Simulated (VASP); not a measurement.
# Zn2P with PW91 + D4: from relaxation to properties, part 3 of 5

Wanted: the relaxed cell of Zn2P and its properties. The cell is invented: other elements were put on sites of a known structure type. It may not be a known or stable phase.

VASP 6.6.1; PW91 with D4; plane waves and PAW (Zn, P); invented cell.

Still holding for the runs below: This run has no spin polarisation. Its electron count is odd, so without a moment it is a metal by construction.

So far. Step 3 (Relaxing cell and atoms (PW91 + D4)): It ends with a largest force of 0.005 eV/Å and a pressure of 0.03 GPa. Step 4 (Density, ELF and potential (PW91 + D4)): In this run the pressure is 0.00 GPa, small enough to go on.

## (5) Bands along the symmetry lines (PW91 + D4)

The mesh alone shows little of the dispersion and can miss band extrema, so KPOINTS_OPT adds a path through the symmetry points after the self-consistent cycle.

File INCAR:

```
SYSTEM = Zn2P
PREC = Accurate
ENCUT = 400
EDIFF = 1E-06
NELM = 100
ISMEAR = -1
SIGMA = 0.05
LREAL = .FALSE.
ALGO = Normal
GGA = 91
IVDW = 13
VDW_S6 = 1
VDW_S8 = 0.77283111
VDW_A1 = 0.39581542
VDW_A2 = 4.93405761
NBANDS = 27
LORBIT = 11
LWAVE = .FALSE.
LCHARG = .FALSE.
```

File POSCAR:

```
Zn2P
1.0
    3.7736185074      0.0000000000      0.0000000000
   -1.8868092538      3.2680495039      0.0000000000
    0.0000000000      0.0000000000      4.0348465336
Zn P
2 1
Direct
    0.3333333300      0.6666666700      0.2861473493
    0.6666666700      0.3333333300      0.7138526507
    0.0000000000      0.0000000000      0.0000000000
```

File KPOINTS:

```
Automatic mesh
0
Gamma
6 6 5
0 0 0
```

File KPOINTS_OPT:

```
Line mode
16
Line-mode
Reciprocal
  0.00000000   0.00000000   0.00000000 GAMMA
  0.50000000   0.00000000   0.00000000 M

  0.50000000   0.00000000   0.00000000 M
  0.33333333   0.33333333   0.00000000 K

  0.33333333   0.33333333   0.00000000 K
  0.00000000   0.00000000   0.00000000 GAMMA

  0.00000000   0.00000000   0.00000000 GAMMA
  0.00000000   0.00000000   0.50000000 A

  0.00000000   0.00000000   0.50000000 A
  0.50000000   0.00000000   0.50000000 L

  0.50000000   0.00000000   0.50000000 L
  0.33333333   0.33333333   0.50000000 H

  0.33333333   0.33333333   0.50000000 H
  0.00000000   0.00000000   0.50000000 A

  0.50000000   0.00000000   0.50000000 L
  0.50000000   0.00000000   0.00000000 M

  0.33333333   0.33333333   0.00000000 K
  0.33333333   0.33333333   0.50000000 H
```

Potentials, in the order of the species: Zn and P (PBE family, release 64).

Started as:

```sh
mpirun -np 1 vasp_std
```

Output:

```text
[... set-up lines as in an earlier step ...]
 entering main loop
       N       E                     dE             d eps       ncg     rms          rms(c)
DAV:   1     0.154073299604E+03    0.15407E+03   -0.11024E+04  1482   0.118E+03
DAV:   2     0.399136990538E+01   -0.15008E+03   -0.14032E+03  1474   0.265E+02
DAV:   3    -0.784985068526E+01   -0.11841E+02   -0.11652E+02  1699   0.743E+01
DAV:   4    -0.802759127287E+01   -0.17774E+00   -0.17748E+00  1628   0.897E+00
DAV:   5    -0.802873949846E+01   -0.11482E-02   -0.11481E-02  1690   0.726E-01    0.598E+00
DAV:   6    -0.737580820420E+01    0.65293E+00   -0.12638E+00  2014   0.255E+01    0.454E+00
DAV:   7    -0.735312257192E+01    0.22686E-01   -0.29855E-01  1699   0.488E+00    0.221E+00
DAV:   8    -0.734744918975E+01    0.56734E-02   -0.93256E-03  1666   0.845E-01    0.692E-01
DAV:   9    -0.734664761973E+01    0.80157E-03   -0.15253E-03  1614   0.279E-01    0.728E-02
DAV:  10    -0.734666704152E+01   -0.19422E-04   -0.11198E-04  1695   0.835E-02    0.432E-02
DAV:  11    -0.734667568839E+01   -0.86469E-05   -0.15167E-05  1576   0.269E-02    0.120E-02
DAV:  12    -0.734667550281E+01    0.18557E-06   -0.11987E-06  1052   0.129E-02
   1 F= -.82099251E+01 E0= -.82067306E+01  d E =-.638903E-02
 Start KPOINTS_OPT (optional k-point list driver)
k-point batch [1-27\144]
       N       E                     dE             ncg
DAV:   1     0.234571494975E+04   -0.13101E+05     1474
DAV:   2    -0.166724860768E+04   -0.40130E+04     1515
DAV:   3    -0.198010578686E+04   -0.31286E+03     1633
DAV:   4    -0.198434249212E+04   -0.42367E+01     1672
DAV:   5    -0.198436625816E+04   -0.23766E-01     1591
DAV:   6    -0.198436648945E+04   -0.23130E-03     1646
DAV:   7    -0.198436649202E+04   -0.25646E-05     1367
DAV:   8    -0.198436649222E+04   -0.20324E-06     1135
[...]
k-point batch [136-144\144]
       N       E                     dE             ncg
DAV:   1     0.161263066207E+05   -0.81790E+04      494
DAV:   2     0.148694517247E+05   -0.12569E+04      510
DAV:   3     0.147739822621E+05   -0.95469E+02      573
DAV:   4     0.147727871582E+05   -0.11951E+01      531
DAV:   5     0.147727801995E+05   -0.69587E-02      576
DAV:   6     0.147727801347E+05   -0.64856E-04      541
DAV:   7     0.147727801340E+05   -0.63394E-06      445
```

Elapsed: 3.6 min, on 1 MPI rank of AMD EPYC 7R43, shared host; peak memory 0.14 GiB.

From OUTCAR (step 5):

```text
   k-points           NKPTS =     27   k-points in BZ     NKDIM =     27   number of bands    NBANDS=     27

   NELECT =      29.0000    total number of electrons

 E-fermi :   4.0307

 k-point     1 :       0.0000    0.0000    0.0000
  band No.  band energies     occupation
    ...
     11      -3.1032      2.00000
     12       1.3269      2.00000
     13       1.6400      2.00000
     14       3.8218      1.96982
     15       3.8218      1.96982
     16       6.9992      0.00000
     17       7.3891      0.00000
     18       7.3891      0.00000
     19      11.0003      0.00000
     20      13.9170      0.00000
    ...

  DFT-D4 for vdW energy calculation

  Edisp (eV):   -0.86325

  Total       0.02167     0.02167    -0.03092    -0.00000    -0.00000    -0.00000
  in kB       0.69778     0.69778    -0.99565    -0.00000    -0.00000    -0.00000
  external pressure =        0.13 kB  Pullay stress =        0.00 kB

 POSITION                                       TOTAL-FORCE (eV/Angst)
 -----------------------------------------------------------------------------------
     -0.00000      2.17870      1.15456         0.000000      0.000000      0.004747
      1.88681      1.08935      2.88029        -0.000000     -0.000000     -0.004747
      0.00000      0.00000      0.00000         0.000000      0.000000      0.000000
 -----------------------------------------------------------------------------------
    total drift:                               -0.000000      0.000000      0.000000

  FREE ENERGIE OF THE ION-ELECTRON SYSTEM (eV)
  ---------------------------------------------------
  free  energy   TOTEN  =        -8.2099251072 eV

  energy  without entropy=       -8.2035360810  energy(sigma->0) =       -8.20673059

[... 8 parts as in an earlier step ...]

[... 8 further parts left out ...]
```

This step gave:

| Property | Result |
| --- | --- |
| bands | 27 |
| pressure | 0.01333 GPa |

Electronic bands along the path, in eV, zero at the Fermi level; # counts the bands kept, so #1 is VASP's band 2:

```
          point    #11    #12    #13    #14    #15   #16   #17    #18
              Γ  -2.70  -2.39  -0.21  -0.21   2.97  3.36  3.36   6.97
0.47 of the way  -3.80  -2.01  -1.44  -1.17   1.67  5.44  5.74   6.44
              M  -6.51  -2.41  -1.12  -0.32   1.63  2.92  4.99   7.70
0.47 of the way  -6.43  -4.04  -1.01   1.38   1.89  3.23  5.39   6.03
              K  -5.90  -5.90  -0.86   2.75   2.75  3.68  4.28   4.28
0.47 of the way  -4.43  -3.18  -1.59  -0.47   2.87  4.31  5.74   6.41
              Γ  -2.70  -2.39  -0.21  -0.21   2.97  3.36  3.36   6.97
0.47 of the way  -5.40  -0.16  -0.16   0.55   3.43  3.88  3.88   7.14
              A  -6.62  -0.08  -0.08   2.74   3.00  4.95  4.95   7.15
0.47 of the way  -6.23  -2.86  -0.70   0.70   2.97  4.07  4.08   6.45
              L  -5.56  -4.16  -3.26  -1.26   2.03  3.08  3.44  10.52
0.47 of the way  -5.29  -3.92  -3.10  -2.53   0.41  3.84  6.28   9.10
              H  -4.45  -4.45  -3.31  -2.05  -2.05  6.88  6.88   8.49
0.47 of the way  -5.79  -3.53  -1.89   0.08   1.23  4.30  5.46   6.63
              A  -6.62  -0.08  -0.08   2.74   3.00  4.95  4.95   7.15
      jump to L  -5.56  -4.16  -3.26  -1.26   2.03  3.08  3.44  10.52
0.47 of the way  -6.19  -3.12  -1.85  -1.62   1.18  4.45  4.49   7.78
              M  -6.51  -2.41  -1.12  -0.32   1.63  2.92  4.99   7.70
      jump to K  -5.90  -5.90  -0.86   2.75   2.75  3.68  4.28   4.28
0.47 of the way  -5.41  -5.41  -2.15   0.08   0.08  5.74  6.27   6.27
              H  -4.45  -4.45  -3.31  -2.05  -2.05  6.88  6.88   8.49
```

Of the projections kept (Zn, P), the largest for each band there; the rest of the weight can lie on other orbitals:

```
point      #11      #12      #13      #14      #15      #16      #17      #18
    Γ  Zn 0.65  Zn 0.54   P 0.67   P 0.67  Zn 0.67  Zn 1.00  Zn 1.00  Zn 0.90
    M  Zn 0.91   P 0.56   P 0.71  Zn 0.80  Zn 0.74  Zn 0.93  Zn 1.00  Zn 1.00
    K  Zn 0.77  Zn 0.77   P 0.74  Zn 0.70  Zn 0.70  Zn 0.65  Zn 0.96  Zn 0.96
    Γ  Zn 0.65  Zn 0.54   P 0.67   P 0.67  Zn 0.67  Zn 1.00  Zn 1.00  Zn 0.90
    A  Zn 0.97   P 0.72   P 0.72  Zn 0.50   P 0.63  Zn 1.00  Zn 1.00  Zn 0.96
    L  Zn 0.69  Zn 0.63  Zn 1.00   P 0.60  Zn 0.83  Zn 1.00  Zn 0.71   P 0.66
```

There is no gap at this level.

Of the bands kept, 2 cross the Fermi level on this path.

## (6) Density of states (PW91 + D4)

A density of states needs more k-points than a total energy; ISMEAR = -5 takes tetrahedra, and LORBIT projects the states on the PAW spheres. The mesh is finer than in the run before.

Changes to INCAR since step 5:

```diff
@@ -5,3 +5,3 @@
 NELM = 100
-ISMEAR = -1
+ISMEAR = -5
 SIGMA = 0.05
@@ -19 +19,2 @@
 LCHARG = .FALSE.
+NEDOS = 2001
```

POSCAR is that of step 5.

File KPOINTS:

```
Automatic mesh
0
Gamma
9 9 7
0 0 0
```

Started as:

```sh
mpirun -np 1 vasp_std
```

Output:

```text
[... set-up lines as in an earlier step ...]
 entering main loop
       N       E                     dE             d eps       ncg     rms          rms(c)
DAV:   1     0.152363596599E+03    0.15236E+03   -0.10987E+04  3793   0.119E+03
DAV:   2     0.369092289337E+01   -0.14867E+03   -0.13871E+03  3781   0.262E+02
DAV:   3    -0.784981939356E+01   -0.11541E+02   -0.11355E+02  4353   0.735E+01
DAV:   4    -0.801978171026E+01   -0.16996E+00   -0.16969E+00  4299   0.871E+00
DAV:   5    -0.802086456519E+01   -0.10829E-02   -0.10826E-02  4303   0.710E-01    0.595E+00
DAV:   6    -0.737403408755E+01    0.64683E+00   -0.12812E+00  5119   0.255E+01    0.455E+00
DAV:   7    -0.735326304922E+01    0.20771E-01   -0.29309E-01  4433   0.495E+00    0.223E+00
DAV:   8    -0.734741873760E+01    0.58443E-02   -0.96405E-03  4334   0.860E-01    0.670E-01
DAV:   9    -0.734662614289E+01    0.79259E-03   -0.14689E-03  4165   0.279E-01    0.753E-02
DAV:  10    -0.734662575173E+01    0.39116E-06   -0.12341E-04  4528   0.896E-02    0.403E-02
DAV:  11    -0.734663445148E+01   -0.86998E-05   -0.19372E-05  4045   0.365E-02    0.633E-03
DAV:  12    -0.734663602900E+01   -0.15775E-05   -0.44259E-07  2433   0.796E-03    0.236E-03
DAV:  13    -0.734663565294E+01    0.37606E-06   -0.13182E-07  2199   0.297E-03
   1 F= -.82098853E+01 E0= -.82098853E+01  d E =0.000000E+00
 -----------------------------------------------------------------------------
|                                                                             |
|           W    W    AA    RRRRR   N    N  II  N    N   GGGG   !!!           |
|           W    W   A  A   R    R  NN   N  II  NN   N  G    G  !!!           |
|           W    W  A    A  R    R  N N  N  II  N N  N  G       !!!           |
|           W WW W  AAAAAA  RRRRR   N  N N  II  N  N N  G  GGG   !            |
|           WW  WW  A    A  R   R   N   NN  II  N   NN  G    G                |
|           W    W  A    A  R    R  N    N  II  N    N   GGGG   !!!           |
|                                                                             |
|     Tetrahedron method does not include variations of the Fermi             |
|     occupations, so forces and stress will be inaccurate. We suggest        |
|     using a different smearing scheme ISMEAR = 1 or 2 for metals in         |
|     relaxations.                                                            |
|                                                                             |
 -----------------------------------------------------------------------------
```

Wall time 2.2 min (1 MPI rank); peak memory 0.15 GiB.

From OUTCAR (step 6):

```text
   k-points           NKPTS =     69   k-points in BZ     NKDIM =     69   number of bands    NBANDS=     27

   NELECT =      29.0000    total number of electrons

 E-fermi :   3.9759

 k-point     1 :       0.0000    0.0000    0.0000
  band No.  band energies     occupation
    ...
     11      -3.1031      2.00000
     12       1.3257      2.00000
     13       1.6390      2.00000
     14       3.8107      2.00000
     15       3.8107      2.01057
     16       6.9971      0.00000
     17       7.3856      0.00000
     18       7.3856      0.00000
     19      10.9973      0.00000
     20      13.9149      0.00000
    ...

  DFT-D4 for vdW energy calculation

  Edisp (eV):   -0.86325

  Total       0.12286     0.12286    -0.31216    -0.00000    -0.00000     0.00000
  in kB       3.95607     3.95607   -10.05115    -0.00000    -0.00000     0.00000
  external pressure =       -0.71 kB  Pullay stress =        0.00 kB

 POSITION                                       TOTAL-FORCE (eV/Angst)
 -----------------------------------------------------------------------------------
     -0.00000      2.17870      1.15456         0.000000      0.000000      0.014981
      1.88681      1.08935      2.88029        -0.000000     -0.000000     -0.014981
      0.00000      0.00000      0.00000        -0.000000      0.000000      0.000000
 -----------------------------------------------------------------------------------
    total drift:                               -0.000000      0.000000      0.000000

  FREE ENERGIE OF THE ION-ELECTRON SYSTEM (eV)
  ---------------------------------------------------
  free  energy   TOTEN  =        -8.2098852573 eV

  energy  without entropy=       -8.2098852573  energy(sigma->0) =       -8.20988526

[... 6 parts as in an earlier step ...]

[... 10 further parts left out ...]
```

With tetrahedra the forces and stress of a metal are not exact derivatives of the energy.

This step gave:

| Quantity | Value |
| --- | --- |
| SCF cycles | 13 |
| irreducible k-points | 69 |
| Fermi energy | 3.976 eV |
| pressure | -0.07130 GPa |
| DOS at the Fermi level | 0.8964 states/eV/cell |

The density of states has structure finer than the step of the table below, so its rows give means over 0.5 eV, whole bins alone (the curve runs from -12.0 to 8.00 eV). Peaks (eV: height): total -7.76: 18.7, -7.56: 22.0, -7.47: 24.3, -7.39: 33.1, -7.12: 49.1; Zn d -7.56: 19.9, -7.39: 31.0, -7.12: 47.4.

States under -12.0 eV and over 8.0 eV are left out. The density of states by energy, zero at the Fermi level; means over each step; values in states/eV/cell:

```
energy (eV)  total    Zn d
      -11.5  0.923  0.0340
      -11.0   1.68   0.151
      -10.5  0.882   0.121
      -10.0      0       0
       -9.5      0       0
       -9.0      0       0
       -8.5      0       0
       -8.0   2.50    1.85
       -7.5   19.0    17.3
       -7.0   17.8    17.1
       -6.5  0.808   0.623
       -6.0  0.835   0.266
       -5.5   1.23   0.287
       -5.0   1.22   0.257
       -4.5  0.756   0.122
       -4.0   1.26   0.156
       -3.5  0.970   0.104
       -3.0   1.05  0.0987
       -2.5   1.18   0.102
       -2.0   1.43   0.117
       -1.5   1.49   0.117
       -1.0   1.05  0.0795
       -0.5  0.917  0.0622
        0.0  0.948  0.0497
        0.5   1.02  0.0496
        1.0  0.783  0.0403
        1.5   1.15  0.0665
        2.0   1.18  0.0710
        2.5  0.899  0.0508
        3.0  0.484  0.0195
        3.5  0.922  0.0398
        4.0   1.80  0.0779
        4.5   1.59  0.0785
        5.0   1.52  0.0982
        5.5   1.31   0.103
        6.0  0.990  0.0800
        6.5   1.54   0.133
        7.0   1.25   0.108
        7.5   1.24   0.102
```

The finer mesh and the other smearing move the Fermi level by -0.05 eV from the 6×6×5 run, one measure of the sampling error in the zero of the bands above.

(Continued in part 4 of 5.)

[Lines on the potential files, build, host, timing and source positions are cut from VASP's logs without a mark.]

[Logs are printed without paths, hosts, clocks, repeated set-up lines and the standing remarks that a program may print on its own settings, such as how far it seeks lower states.]

[Hosts, paths, dates, database ids (printed as entryN), source tags and the programs' standing remarks are cut or masked in the printed files.]

[A measured line is paired with the nearest computed mode of its activity, which favours agreement.]
